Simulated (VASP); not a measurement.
## AlN: quasiparticle gap under strain

Wanted: the deformation potential of the gap of AlN, from G0W0. The cell is of the wurtzite type, one of the forms listed for this formula, which need not be the common one. The start is a cell from a database of measured crystal structures.

Calculated with VASP 6.6.1; PBE; plane waves and PAW (Al, N), in the first sound run; inputs show where later runs differ.

The database entry behind the starting cell differs from later determinations by our own check (inner coordinate u about 0.002 short), so it need not match the best structure at ambient conditions.

**1. The starting structure**

The structure is hexagonal, space group P6_3mc (No. 186). Conventional cell: a = 3.113 Å, b = 3.113 Å, c = 4.981 Å, α = 90.00°, β = 90.00°, γ = 120.00°. Nearest to Al lie 4 N at 1.89 Å. Nearest to N lie 4 Al at 1.89 Å. Farther neighbours and most contacts between anions are not listed.

As a file:

```xyz
4
Lattice="3.1130 0.0000 0.0000 -1.5565 2.6959 0.0000 0.0000 0.0000 4.9810" Properties=species:S:1:pos:R:3 pbc="T T T"
Al    1.5565    0.8986    2.4905
Al    0.0000    1.7973    0.0000
N     1.5565    0.8986    4.3833
N     0.0000    1.7973    1.8928
```

**2. Relaxation**

The atoms are relaxed first inside the given cell, which is kept (ISIF = 2), since band edges depend on the positions.

INCAR reads:

```
SYSTEM = AlN
PREC = Accurate
ENCUT = 520
EDIFF = 1E-06
NELM = 100
ISMEAR = 0
SIGMA = 0.05
LREAL = .FALSE.
ALGO = Normal
GGA = PE
NBANDS = 14
LWAVE = .FALSE.
LCHARG = .FALSE.
KPAR = 8
IBRION = 2
NSW = 60
ISIF = 2
EDIFFG = -0.01
```

POSCAR reads:

```
AlN
1.0
    3.1130000000      0.0000000000      0.0000000000
   -1.5565000000      2.6959370820      0.0000000000
    0.0000000000      0.0000000000      4.9810000000
Al N
2 2
Direct
    0.6666666667      0.3333333333      0.5000000000
    0.3333333333      0.6666666667      0.0000000000
    0.6666666667      0.3333333333      0.8800000000
    0.3333333333      0.6666666667      0.3800000000
```

KPOINTS reads:

```
Automatic mesh
0
Gamma
8 8 4
0 0 0
```

PAW data sets: Al and N (PBE family, release 64).

On the command line:

```sh
> mpirun -np 8 vasp_std
```

Output:

```text
[banner, memory and clock lines left out]
running    8 mpi-ranks, on    1 nodes
 distrk:  each k-point on    1 cores,    8 groups
 distr:  one band on    1 cores,    1 groups

 POSCAR found type information on POSCAR AlN
 POSCAR found :  2 types and       4 ions
|                                                                             |
|           W    W    AA    RRRRR   N    N  II  N    N   GGGG   !!!           |
|           W    W   A  A   R    R  NN   N  II  NN   N  G    G  !!!           |
|           W    W  A    A  R    R  N N  N  II  N N  N  G       !!!           |
|           W WW W  AAAAAA  RRRRR   N  N N  II  N  N N  G  GGG   !            |
|           WW  WW  A    A  R   R   N   NN  II  N   NN  G    G                |
|           W    W  A    A  R    R  N    N  II  N    N   GGGG   !!!           |
|                                                                             |
|     For optimal performance we recommend to set                             |
|       NCORE = 2 up to number-of-cores-per-socket                            |
|     NCORE specifies how many cores store one orbital (NPAR=cpu/NCORE).      |
|     This setting can greatly improve the performance of VASP for DFT.       |
|     The default, NCORE=1 might be grossly inefficient on modern             |
|     multi-core architectures or massively parallel machines. Do your        |
|     Unfortunately you need to use the default for GW and RPA                |
|     calculations (for HF NCORE is supported but not extensively tested      |
|     yet).                                                                   |
|                                                                             |

 LDA part: xc-table for (Slater+PW92), standard interpolation
 POSCAR, INCAR and KPOINTS ok, starting setup
 FFT: planning ... GRIDC
 FFT: planning ... GRID_SOFT
 FFT: planning ... GRID
 WAVECAR not read
 entering main loop
       N       E                     dE             d eps       ncg     rms          rms(c)
DAV:   1     0.481208443986E+02    0.48121E+02   -0.75233E+03   840   0.102E+03
DAV:   2    -0.304271217725E+02   -0.78548E+02   -0.72045E+02  1154   0.208E+02
DAV:   3    -0.344892057184E+02   -0.40621E+01   -0.40470E+01  1134   0.489E+01
DAV:   4    -0.345178111525E+02   -0.28605E-01   -0.28602E-01   942   0.477E+00
DAV:   5    -0.345181726367E+02   -0.36148E-03   -0.36147E-03  1122   0.542E-01    0.122E+01
DAV:   6    -0.297535249010E+02    0.47646E+01   -0.13179E+01  1044   0.271E+01    0.423E+00
DAV:   7    -0.297830849745E+02   -0.29560E-01   -0.78331E-01   918   0.628E+00    0.294E+00
DAV:   8    -0.297767101117E+02    0.63749E-02   -0.77159E-02   978   0.265E+00    0.545E-01
DAV:   9    -0.297706483267E+02    0.60618E-02   -0.20172E-02  1116   0.104E+00    0.246E-01
DAV:  10    -0.297713483859E+02   -0.70006E-03   -0.32208E-03   942   0.373E-01    0.145E-01
DAV:  11    -0.297712268318E+02    0.12155E-03   -0.31927E-04  1026   0.137E-01    0.353E-02
DAV:  12    -0.297712294579E+02   -0.26262E-05   -0.14706E-05  1056   0.341E-02    0.945E-03
DAV:  13    -0.297712291789E+02    0.27901E-06   -0.75460E-06  1050   0.209E-02
   1 F= -.29771229E+02 E0= -.29771229E+02  d E =-.297712E+02
 curvature:   0.00 expect dE= 0.000E+00 dE for cont linesearch  0.000E+00
 trial: gam= 0.00000 g(F)=  0.320E-02 g(S)=  0.000E+00 ort = 0.000E+00 (trialstep = 0.100E+01)
 search vector abs. value=  0.320E-02
 bond charge predicted
       N       E                     dE             d eps       ncg     rms          rms(c)
DAV:   1    -0.297723643119E+02   -0.11349E-02   -0.33268E-01   846   0.461E+00    0.958E-02
DAV:   2    -0.297725511199E+02   -0.18681E-03   -0.42628E-03  1038   0.512E-01    0.589E-02
DAV:   3    -0.297724231434E+02    0.12798E-03   -0.16044E-04   984   0.133E-01    0.182E-02
DAV:   4    -0.297724241026E+02   -0.95920E-06   -0.90990E-05  1014   0.706E-02    0.106E-02
DAV:   5    -0.297724239357E+02    0.16693E-06   -0.35165E-06   918   0.153E-02
   2 F= -.29772424E+02 E0= -.29772424E+02  d E =-.119476E-02
 trial-energy change:   -0.001195  1 .order   -0.001212   -0.003204    0.000781
 step:   0.7999(harm=  0.8040)  dis= 0.00497  next Energy=   -29.772502 (dE=-0.127E-02)
 bond charge predicted
       N       E                     dE             d eps       ncg     rms          rms(c)
DAV:   1    -0.297725001565E+02   -0.76054E-04   -0.13292E-02   846   0.919E-01    0.194E-02
DAV:   2    -0.297725062021E+02   -0.60456E-05   -0.16547E-04  1044   0.101E-01    0.120E-02
DAV:   3    -0.297725008657E+02    0.53365E-05   -0.70541E-06   978   0.279E-02    0.344E-03
DAV:   4    -0.297725009744E+02   -0.10874E-06   -0.37515E-06   810   0.141E-02
   3 F= -.29772501E+02 E0= -.29772501E+02  d E =-.127180E-02
 curvature:  -0.40 expect dE=-0.435E-07 dE for cont linesearch -0.435E-07
 trial: gam=-0.00578 g(F)=  0.108E-06 g(S)=  0.000E+00 ort = 0.186E-04 (trialstep = 0.960E+00)
 search vector abs. value=  0.104E-09
 reached required accuracy - stopping structural energy minimisation
```

Wall time 4.2 s (8 MPI ranks of Intel Xeon 6975P-C (Granite Rapids), shared host); peak memory 1.3 GiB.

Lines that name or quote the potential files are left out of all logs, and their timing lines are given in words.

From OUTCAR (step 2):

```text
ion  position               nearest neighbor table
   1  0.667  0.333  0.500-   3 1.89   4 1.89   4 1.89   4 1.89   2 3.07   2 3.07   2 3.07   2 3.07
                             2 3.07   2 3.07
   2  0.333  0.667  0.000-   4 1.89   3 1.89   3 1.89   3 1.89   1 3.07   1 3.07   1 3.07   1 3.07
                             1 3.07   1 3.07
   3  0.667  0.333  0.880-   1 1.89   2 1.89   2 1.89   2 1.89
   4  0.333  0.667  0.380-   2 1.89   1 1.89   1 1.89   1 1.89

  LATTYP: Found a hexagonal cell.
 ALAT       =     3.1130000000
 C/A-ratio  =     1.6000642467

 Subroutine GETGRP returns: Found 12 space group operations
 (whereof  6 operations were pure point group operations)

The static configuration has the point symmetry C_3v.
 The point group associated with its full space group is C_6v.

 Found     30 irreducible k-points:

   k-points           NKPTS =     30   k-points in BZ     NKDIM =     30   number of bands    NBANDS=     14

   dimension x,y,z NGX =    24 NGY =   24 NGZ =   40
   dimension x,y,z NGXF=    48 NGYF=   48 NGZF=   80

   ENCUT  =  520.0 eV  38.22 Ry    6.18 a.u.   5.79  5.79  9.26*2*pi/ulx,y,z

   NELECT =      16.0000    total number of electrons

 k-points in reciprocal lattice and weights: Automatic mesh
   0.00000000  0.00000000  0.00000000       0.004
   0.12500000  0.00000000  0.00000000       0.023
   0.25000000  0.00000000  0.00000000       0.023
   0.37500000  0.00000000  0.00000000       0.023
   0.50000000  0.00000000  0.00000000       0.012
   0.12500000  0.12500000  0.00000000       0.023
   0.25000000  0.12500000  0.00000000       0.047
   0.37500000  0.12500000  0.00000000       0.047
   0.25000000  0.25000000  0.00000000       0.023
[...]
0.25000000  0.25000000  0.50000000       0.023
   0.37500000  0.25000000  0.50000000       0.023

 average (electrostatic) potential at core
       1 -71.6772       2 -71.6772       3 -59.9412       4 -59.9412

 E-fermi :   6.3646

 k-point     1 :       0.0000    0.0000    0.0000
  band No.  band energies     occupation
    ...
      4       5.2763      2.00000
      5       5.2763      2.00000
      6       5.9285      2.00000
      7       5.9285      2.00000
      8       6.1538      2.00000
      9      10.3473      0.00000
     10      12.7924      0.00000
     11      16.7602      0.00000
     12      17.2827      0.00000
     13      17.2827      0.00000
    ...

 k-point     2 :       0.1250    0.0000    0.0000
  band No.  band energies     occupation
    ...
      4       4.4093      2.00000
      5       5.0342      2.00000
      6       5.1071      2.00000
      7       5.8908      2.00000
      8       6.0617      2.00000
      9      11.1774      0.00000
     10      13.5252      0.00000
     11      15.9311      0.00000
     12      16.2156      0.00000
     13      17.8448      0.00000
    ...

 k-point     3 :       0.2500    0.0000    0.0000
  band No.  band energies     occupation
    ...
      4       2.6905      2.00000
      5       3.6825      2.00000
      6       4.5706      2.00000
      7       5.7132      2.00000
      8       5.7268      2.00000
      9      12.3308      0.00000
     10      13.7410      0.00000
     11      14.2390      0.00000
     12      16.1674      0.00000
     13      17.7314      0.00000
    ...

  Total        0.8668274      0.8668274      0.9346506      0.0000000     -0.0000000      0.0000000
  in kB       33.2229216     33.2229216     35.8223801      0.0000000     -0.0000000      0.0000000
  external PRESSURE =      34.0894078 kB  Pullay stress =       0.0000000 kB

  energy-cutoff  :      520.00
  volume of cell :       41.80
      direct lattice vectors                 reciprocal lattice vectors
     3.113000000  0.000000000  0.000000000     0.321233537  0.185464269  0.000000000
    -1.556500000  2.695937082  0.000000000     0.000000000  0.370928538  0.000000000
     0.000000000  0.000000000  4.981000000     0.000000000  0.000000000  0.200762899

 POSITION                                       TOTAL-FORCE (eV/Angst)
 -----------------------------------------------------------------------------------
      1.55650      0.89865      2.48553        -0.000000      0.000000     -0.000749
     -0.00000      1.79729      4.97603         0.000000      0.000000     -0.000749
      1.55650      0.89865      4.38825        -0.000000     -0.000000      0.000749
     -0.00000      1.79729      1.89775         0.000000      0.000000      0.000749
 -----------------------------------------------------------------------------------
    total drift:                               -0.000000      0.000000      0.002976

  FREE ENERGIE OF THE ION-ELECTRON SYSTEM (eV)
  ---------------------------------------------------
  free  energy   TOTEN  =       -29.7725009744 eV

  energy  without entropy=      -29.7725009744  energy(sigma->0) =      -29.77250097

 reached required accuracy - stopping structural energy minimisation

[... 3 further parts left out ...]
```

The run keeps the 12 symmetry operations of its start, so it cannot find a distortion of lower symmetry.

Step by step:

```
step  energy less that of the first step (eV)  largest force (eV/Å)
   1                                   0.0000                0.1289
   2                                  -0.0012                0.0314
   3                                  -0.0013                0.0007
```

This step gave:

```yaml
free_energy_toten: -29.77 eV
fermi_energy: 6.365 eV
pressure: 3.409 GPa
```

At PBE, with these data sets, the largest force is down to 7.5e-4 eV/Å.

(Continued in part 2 of 5.)

[Lines on the potential files, build, host, timing and source positions are cut from VASP's logs without a mark.]

[Logs are printed without paths, hosts, clocks, repeated set-up lines and the standing remarks that a program may print on its own settings, such as how far it seeks lower states.]

[Hosts, paths, dates, database ids (printed as entryN), source tags and the programs' standing remarks are cut or masked in the printed files.]

[Pressures printed for these runs are not shown converged in the cutoff: they can be off by several GPa and have the wrong sign.]

[In band tables of VASP the shares of atoms and orbitals are scaled to a sum of 1 inside the atoms' spheres.]
